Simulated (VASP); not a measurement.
Consider the following.

```yaml
crystal:
  lattice:
    - [0.00000, 2.45244, 2.45244]
    - [2.45244, 0.00000, 2.45244]
    - [2.45244, 2.45244, 0.00000]
  atoms:
    - { symbol: Y, position: [0.00000, 0.00000, 0.00000] }
    - { symbol: N, position: [0.50000, 0.50000, 0.50000] }
```

These are PBE GGA, VASP's PBE PAW potentials (set 64) (plane waves; VASP) values and carry that method's errors. Settings: 620 eV cut-off, 9×9×9 Γ-centred mesh, Gaussian smearing of 0.050 eV, potentials Y_sv N.

Problem. What does the run give for the energy per atom (σ→0)?

Solution. 
```json
{
  "energy per atom (σ→0)": "-9.115 eV/atom"
}
```

Only differences to runs with the same potentials and settings are physical.

The compound is YN in the rock salt structure. It was relaxed first.
